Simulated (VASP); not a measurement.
Calculation: PBE GGA, VASP's PBE PAW potentials (set 64) (plane waves; VASP 6.6.1).

Input for VASP

POSCAR:
```
Ge
2.885580
  0.0000000000   1.0000000000   1.0000000000
  1.0000000000   0.0000000000   1.0000000000
  1.0000000000   1.0000000000   0.0000000000
Ge
2
Cart
  0.0000000000   0.0000000000   0.0000000000
  0.5000000000   0.5000000000   0.5000000000
```

**KPOINTS**
```
Automatic mesh
0
Gamma
7 7 7
0 0 0
```

INCAR:
```
# general
SYSTEM   =  Ge
PREC     =  Accurate
ENCUT    =  400   # plane-wave cut-off (eV)
LREAL    =  .False.
LASPH    =  .True.   # aspherical one-centre terms

# electronic loop
EDIFF    =  1E-6
NELM     =  100   # most electronic steps
ALGO     =  Normal   # blocked Davidson
IMIX     =  1
AMIX     =  0.05
BMIX     =  0.0001
LMAXMIX  =  4

# smearing
ISMEAR   =  0
SIGMA    =  0.05   # width (eV)

# functional
GGA      =  PE   # PBE

# ions
ISIF     =  2   # forces and stress, cell fixed

# output
LWAVE    =  .False.
LCHARG   =  .False.
```

POTCAR, in this order: Ge_d (PBE.64 set). Program: vasp_std.

Output of the run:

### OUTCAR
```
 ion  position               nearest neighbor table
   1  0.000  0.000  0.000-   2 2.50   2 2.50   2 2.50   2 2.50
   2  0.250  0.250  0.250-   1 2.50   1 2.50   1 2.50   1 2.50
  LATTYP: Found a face centered cubic cell.
 ALAT       =     5.7711600000
 Subroutine PRICEL returns:
 Original cell was already a primitive cell.
 Subroutine GETGRP returns: Found 48 space group operations
The static configuration has the point symmetry T_d .
 The point group associated with its full space group is O_h .
The dynamic configuration has the point symmetry T_d .
 Subroutine INISYM returns: Found 48 space group operations
 Subroutine IBZKPT returns following result:
 Found     20 irreducible k-points:

 Following reciprocal coordinates:
            Coordinates               Weight
  0.000000  0.000000  0.000000      1.000000
  0.142857  0.000000  0.000000      8.000000
  0.285714  0.000000  0.000000      8.000000
  0.428571  0.000000  0.000000      8.000000
  0.142857  0.142857  0.000000      6.000000
  0.285714  0.142857  0.000000     24.000000
  0.428571  0.142857  0.000000     24.000000
 -0.428571  0.142857  0.000000     24.000000
...
```

**OSZICAR**
```
       N       E                     dE             d eps       ncg     rms          rms(c)
DAV:   1     0.152341288279E+03    0.15234E+03   -0.13609E+04   730   0.367E+03
DAV:   2     0.106121879919E+02   -0.14173E+03   -0.13977E+03   720   0.494E+02
DAV:   3    -0.849253203533E+01   -0.19105E+02   -0.18979E+02   794   0.139E+02
DAV:   4    -0.907485751578E+01   -0.58233E+00   -0.58122E+00   804   0.284E+01
DAV:   5    -0.908522648983E+01   -0.10369E-01   -0.10368E-01   834   0.384E+00    0.297E+00
DAV:   6    -0.907828916116E+01    0.69373E-02   -0.31714E-03   782   0.582E-01    0.281E+00
DAV:   7    -0.907168572006E+01    0.66034E-02   -0.53350E-04   860   0.224E-01    0.266E+00
DAV:   8    -0.906566306876E+01    0.60227E-02   -0.37175E-04   796   0.191E-01    0.252E+00
DAV:   9    -0.906020541792E+01    0.54577E-02   -0.32289E-04   846   0.177E-01    0.239E+00
DAV:  10    -0.905527805094E+01    0.49274E-02   -0.28398E-04   762   0.167E-01    0.227E+00
DAV:  11    -0.905084307726E+01    0.44350E-02   -0.25146E-04   822   0.158E-01    0.215E+00
DAV:  12    -0.904686184892E+01    0.39812E-02   -0.22399E-04   762   0.149E-01    0.203E+00
DAV:  13    -0.904329608850E+01    0.35658E-02   -0.19828E-04   818   0.140E-01    0.193E+00
DAV:  14    -0.904010879939E+01    0.31873E-02   -0.17692E-04   756   0.132E-01    0.182E+00
DAV:  15    -0.903726479206E+01    0.28440E-02   -0.15646E-04   812   0.125E-01    0.173E+00
DAV:  16    -0.903473097556E+01    0.25338E-02   -0.13957E-04   758   0.118E-01    0.164E+00
DAV:  17    -0.903247656817E+01    0.22544E-02   -0.12327E-04   814   0.111E-01    0.155E+00
DAV:  18    -0.903047322088E+01    0.20033E-02   -0.11023E-04   748   0.104E-01    0.147E+00
DAV:  19    -0.902869493964E+01    0.17783E-02   -0.97231E-05   812   0.982E-02    0.139E+00
DAV:  20    -0.902711800251E+01    0.15769E-02   -0.86915E-05   754   0.925E-02    0.132E+00
DAV:  21    -0.902572086991E+01    0.13971E-02   -0.76655E-05   810   0.869E-02    0.125E+00
DAV:  22    -0.902448407687E+01    0.12368E-02   -0.68657E-05   758   0.818E-02    0.118E+00
DAV:  23    -0.902339007028E+01    0.10940E-02   -0.60421E-05   808   0.768E-02    0.112E+00
DAV:  24    -0.902242306134E+01    0.96701E-03   -0.54173E-05   748   0.723E-02    0.106E+00
DAV:  25    -0.902156889033E+01    0.85417E-03   -0.47768E-05   802   0.679E-02    0.100E+00
DAV:  26    -0.902081487274E+01    0.75402E-03   -0.42809E-05   760   0.638E-02    0.950E-01
DAV:  27    -0.902014967545E+01    0.66520E-03   -0.37684E-05   756   0.599E-02    0.900E-01
DAV:  28    -0.901956319143E+01    0.58648E-03   -0.33914E-05   736   0.562E-02    0.852E-01
DAV:  29    -0.901904639864E+01    0.51679E-03   -0.29735E-05   730   0.526E-02    0.807E-01
DAV:  30    -0.901859127701E+01    0.45512E-03   -0.26842E-05   724   0.494E-02    0.764E-01
DAV:  31    -0.901819068665E+01    0.40059E-03   -0.23536E-05   728   0.463E-02    0.724E-01
DAV:  32    -0.901783829477E+01    0.35239E-03   -0.21293E-05   724   0.435E-02    0.686E-01
DAV:  33    -0.901752846736E+01    0.30983E-03   -0.18606E-05   680   0.408E-02    0.649E-01
DAV:  34    -0.901725621231E+01    0.27226E-03   -0.16948E-05   688   0.386E-02    0.615E-01
DAV:  35    -0.901701710509E+01    0.23911E-03   -0.14963E-05   616   0.364E-02    0.583E-01
DAV:  36    -0.901680724832E+01    0.20986E-03   -0.13907E-05   664   0.346E-02    0.552E-01
DAV:  37    -0.901662317384E+01    0.18407E-03   -0.11949E-05   628   0.323E-02    0.523E-01
DAV:  38    -0.901646179117E+01    0.16138E-03   -0.10815E-05   568   0.306E-02    0.495E-01
DAV:  39    -0.901632043843E+01    0.14135E-03   -0.97687E-06   596   0.282E-02    0.469E-01
DAV:  40    -0.901619671743E+01    0.12372E-03   -0.86754E-06   568   0.258E-02    0.444E-01
DAV:  41    -0.901608849138E+01    0.10823E-03   -0.75360E-06   572   0.237E-02    0.421E-01
DAV:  42    -0.901599389053E+01    0.94601E-04   -0.68521E-06   564   0.221E-02    0.399E-01
DAV:  43    -0.901591126642E+01    0.82624E-04   -0.60199E-06   572   0.206E-02    0.378E-01
DAV:  44    -0.901583916256E+01    0.72104E-04   -0.54678E-06   580   0.193E-02    0.358E-01
DAV:  45    -0.901577629396E+01    0.62869E-04   -0.48116E-06   568   0.182E-02    0.339E-01
DAV:  46    -0.901572153081E+01    0.54763E-04   -0.43984E-06   564   0.172E-02    0.321E-01
DAV:  47    -0.901567387921E+01    0.47652E-04   -0.38805E-06   580   0.162E-02    0.304E-01
DAV:  48    -0.901563246101E+01    0.41418E-04   -0.35397E-06   572   0.153E-02    0.288E-01
DAV:  49    -0.901559650464E+01    0.35956E-04   -0.31281E-06   564   0.144E-02    0.273E-01
DAV:  50    -0.901556533013E+01    0.31175E-04   -0.28556E-06   572   0.136E-02    0.259E-01
DAV:  51    -0.901553834001E+01    0.26990E-04   -0.25268E-06   572   0.128E-02    0.245E-01
DAV:  52    -0.901551500858E+01    0.23331E-04   -0.23040E-06   568   0.121E-02    0.233E-01
DAV:  53    -0.901549487289E+01    0.20136E-04   -0.20431E-06   568   0.114E-02    0.220E-01
DAV:  54    -0.901547752809E+01    0.17345E-04   -0.18624E-06   566   0.108E-02    0.209E-01
DAV:  55    -0.901546261757E+01    0.14911E-04   -0.16546E-06   554   0.102E-02    0.198E-01
DAV:  56    -0.901544982714E+01    0.12790E-04   -0.15072E-06   562   0.965E-03    0.188E-01
DAV:  57    -0.901543888419E+01    0.10943E-04   -0.13414E-06   564   0.909E-03    0.178E-01
DAV:  58    -0.901542954771E+01    0.93365E-05   -0.12209E-06   556   0.861E-03    0.168E-01
DAV:  59    -0.901542160549E+01    0.79422E-05   -0.10876E-06   546   0.810E-03    0.160E-01
DAV:  60    -0.901541487357E+01    0.67319E-05   -0.99117E-07   546   0.768E-03    0.151E-01
DAV:  61    -0.901540919008E+01    0.56835E-05   -0.88212E-07   508   0.724E-03    0.143E-01
DAV:  62    -0.901540441450E+01    0.47756E-05   -0.81213E-07   520   0.689E-03    0.136E-01
DAV:  63    -0.901540042144E+01    0.39931E-05   -0.71732E-07   478   0.647E-03    0.129E-01
DAV:  64    -0.901539710405E+01    0.33174E-05   -0.66527E-07   480   0.618E-03    0.122E-01
DAV:  65    -0.901539436873E+01    0.27353E-05   -0.59367E-07   458   0.582E-03    0.116E-01
DAV:  66    -0.901539213184E+01    0.22369E-05   -0.54365E-07   426   0.555E-03    0.110E-01
DAV:  67    -0.901539032258E+01    0.18093E-05   -0.49658E-07   426   0.528E-03    0.104E-01
DAV:  68    -0.901538887988E+01    0.14427E-05   -0.45161E-07   388   0.501E-03    0.987E-02
DAV:  69    -0.901538774835E+01    0.11315E-05   -0.40728E-07   386   0.476E-03    0.936E-02
DAV:  70    -0.901538688163E+01    0.86673E-06   -0.37680E-07   392   0.454E-03
   1 F= -.90153869E+01 E0= -.90151549E+01  d E =-.464005E-03
```

**OUTCAR**
```
------------------------ aborting loop because EDIFF is reached ----------------------------------------
  FORCE on cell =-STRESS in cart. coord.  units (eV):
  Direction    XX          YY          ZZ          XY          YZ          ZX
  --------------------------------------------------------------------------------------
  Total        0.2203413      0.2203413      0.2203413     -0.0000000      0.0000000     -0.0000000
  in kB        7.3464434      7.3464434      7.3464434     -0.0000000      0.0000000     -0.0000000
  external PRESSURE =       7.3464434 kB  Pullay stress =       0.0000000 kB
  volume of cell :       48.05
      direct lattice vectors                 reciprocal lattice vectors
     0.000000000  2.885580000  2.885580000    -0.173275390  0.173275390  0.173275390
     2.885580000  0.000000000  2.885580000     0.173275390 -0.173275390  0.173275390
     2.885580000  2.885580000  0.000000000     0.173275390  0.173275390 -0.173275390
 POSITION                                       TOTAL-FORCE (eV/Angst)
 -----------------------------------------------------------------------------------
      0.00000      0.00000      0.00000         0.000000      0.000000      0.000000
      1.44279      1.44279      1.44279        -0.000000     -0.000000     -0.000000
 -----------------------------------------------------------------------------------
    total drift:                                0.000000      0.000000     -0.000000
  FREE ENERGIE OF THE ION-ELECTRON SYSTEM (eV)
  ---------------------------------------------------
  free  energy   TOTEN  =        -9.0153868816 eV

  energy  without entropy=       -9.0149228763  energy(sigma->0) =       -9.01515488
```
(Selected blocks of OUTCAR.)

The compound is Ge in the diamond structure. The cell was not relaxed at this level. The run is one of a series of settings (AMIX = 0.05, BMIX = 0.0001, IMIX = 1 against the base run), some of them coarse on purpose.
